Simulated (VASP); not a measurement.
VASP input:

### POSCAR
```
NbSi2
1.0
  4.8062100000   0.0000000000   0.0000000000
 -2.4031050000   4.1623000000   0.0000000000
  0.0000000000   0.0000000000   6.5863600000
Nb Si
3 6
Cartesian
 -1.2008435840   2.0669940177   1.1077862338
  2.4478772493   0.0308551299   3.2976323794
  1.1870617768   2.0633353560   5.4861875983
  2.3938698675   2.8307344447   3.2987981651
 -1.2648526888   3.4993496675   5.4801544926
  1.1012781377   0.6879657555   1.1154791023
  0.0220388760   1.3127186609   3.2746525693
  3.6562882109   0.6614269307   5.4775397076
  1.2697069609   3.4958200371   1.1003963379
```

**INCAR**
```
# general
SYSTEM  = NbSi2
PREC    = Accurate
ENCUT   = 300
LREAL   = .False.
LASPH   = .True.

# electronic loop
EDIFF   = 1E-6
NELM    = 100
ALGO    = Normal
LMAXMIX = 4

# smearing
ISMEAR  = 1
SIGMA   = 0.272

# functional
GGA     = PS

# ions
ISIF    = 2

# output
LWAVE   = .False.
LCHARG  = .False.
```

**KPOINTS**
```
Automatic
0
gamma
 6 6 4
```

POTCAR, in this order: Nb_sv Si (PBE.64 set). Program: vasp_std.

### Question
Translate this PBEsol calculation to Ansatz.

### Answer
One equivalent input (not run):
Ansatz 0.2 input:
```yaml
crystal:
  lattice:
    - [4.8062100, 0.0000000, 0.0000000]
    - [-2.4031050, 4.1623000, 0.0000000]
    - [0.0000000, 0.0000000, 6.5863600]
  atoms:
    - { symbol: Nb, position: [-0.0015530, 0.4965990, 0.1681940] }
    - { symbol: Nb, position: [0.5130220, 0.0074130, 0.5006760] }
    - { symbol: Nb, position: [0.4948450, 0.4957200, 0.8329620] }
    - { symbol: Si, position: [0.8381230, 0.6800890, 0.5008530] }
    - { symbol: Si, position: [0.1571920, 0.8407250, 0.8320460] }
    - { symbol: Si, position: [0.3117790, 0.1652850, 0.1693620] }
    - { symbol: Si, position: [0.1622770, 0.3153830, 0.4971870] }
    - { symbol: Si, position: [0.8401970, 0.1589090, 0.8316490] }
    - { symbol: Si, position: [0.6841190, 0.8398770, 0.1670720] }
kpoints:
  mp_grid: { grid: [6, 6, 4] }
hamiltonian:
  xc: pbesol
  pseudopotentials: { kind: paw }
scf:
  occupations: { method: methfessel_paxton, width: 0.272 }
  max_iter: 100
output: { forces: true, stress: true, eigenvalues: true }
```
Limits of the translation: each code has its own PAW files, so the cut-off isn't converted (ENCUT is set for VASP's; basis.ecutwfc is left out, and Ansatz then takes the one that its files recommend); Ansatz stops its SCF on the density residual and VASP on the energy change (EDIFF).

The structure comes from a computed database's NbSi2 entry, a phase known from measurement. The cell was not relaxed at this level, atoms are displaced from their ideal sites.
